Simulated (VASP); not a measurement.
PbSe (relaxed from the alpha-GeTe structure, space group R3m): computed properties

Calculation: r2SCAN meta-GGA, VASP's PBE PAW potentials (set 64) (plane waves; VASP).

* **space group**: R3m (160)
* **cell**: a = 4.366 Å, b = 4.366 Å, c = 10.708 Å, α = 90.00°, β = 90.00°, γ = 120.00°
* **volume per atom**: 29.46 Å³/atom
* **band gap (over mesh and band path)**: 0.67 eV
* **smallest direct gap (over mesh and band path)**: 0.67 eV
* **band-edge character without spin-orbit coupling**: direct, L to L
* **band gap with spin-orbit coupling**: 0.25 eV
* **density**: 8.07 g/cm³

```
PbSe
1.0
    2.18277     1.26022     3.56935
   -2.18277     1.26022     3.56935
    0.00000    -2.52044     3.56935
Pb Se
1 1
Direct
  0.75169   0.75169   0.75169
  0.24831   0.24831   0.24831
```

Unless said otherwise, spin-orbit coupling is left out, though it shifts the bands of the heavy elements here.

The structure was generated: PbSe was put into the alpha-GeTe type (R3m), which need not be its known phase. It was relaxed first. Symmetry was kept, so distortions that lower it aren't found.
